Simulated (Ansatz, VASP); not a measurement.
HfOs in VASP and in Ansatz

INCAR

```
SYSTEM = HfOs
PREC = Accurate ; ENCUT = 520
EDIFF = 1E-6 ; ISMEAR = 0
SIGMA = 0.15 ; LREAL = .False.
LASPH = .True. ; NELM = 60
ALGO = Fast ; ISIF = 2
LWAVE = .False. ; LCHARG = .True.
GGA = CA ; LELF = .True.
LVHAR = .True. ; NBANDS = 16
```

Contents of KPOINTS:

```
regular mesh
0
Gamma
  16 16 16
  0 0 0
```

The input POSCAR:

```
HfOs
1.0
    3.2797408913     -0.3509685825     -0.3509685825
   -0.3509685825      3.2797408913     -0.3509685825
   -0.3509685825     -0.3509685825      3.2797408913
Hf Os
1 1
Direct
    0.0000000000      0.0000000000      0.0000000000
    0.5000000000      0.5000000000      0.5000000000
```

Input for Ansatz:

```yaml
crystal:
  lattice:
    - [3.2797408913, -0.3509685825, -0.3509685825]
    - [-0.3509685825, 3.2797408913, -0.3509685825]
    - [-0.3509685825, -0.3509685825, 3.2797408913]
  atoms:
    - { symbol: Hf, position: [0.0, 0.0, 0.0] }
    - { symbol: Os, position: [0.5, 0.5, 0.5] }
basis:
  ecutwfc: 420
kpoints:
  mp_grid: { grid: [16, 16, 16] }
hamiltonian:
  xc: lda
scf:
  occupations: { method: gaussian, width: 0.15 }
output:
  forces: true
  stress: true
  eigenvalues: true
```

Alike in both runs: task single point; functional LDA; k mesh 16 × 16 × 16; occupations gaussian, width 0.15 eV; no spin polarisation.

|  | VASP | Ansatz |
| --- | --- | --- |
| version | VASP 6.6.1 | Ansatz 0.2.0 |
| potentials or method | VASP PAW LDA potentials, release 64 (Hf_pv, Os) | scalar-relativistic, plane waves, PAW |
| plane-wave cutoff (eV) | 520 | 420 |
| valence electrons in the cell | 18 | 42 |

|  | VASP | Ansatz | Ansatz less VASP |
| --- | --- | --- | --- |
| gap on the k mesh at the Fermi level (eV) | none | none | - |
| pressure (GPa) | 26.7 | 26.6 | -0.08 |
| largest component of the traceless stress (GPa) | 48.51 | 48.85 | +0.340 |

A gap of «none» marks a metal or a gap that the smearing closes. The two sets of potentials don't hold the same shells in valence.

Caveats: so large a pressure means that the cell lies far from this level's equilibrium, or that cutoff or potentials fall short (VASP). Spin-orbit coupling is left out, which matters for the levels of Hf, Os.
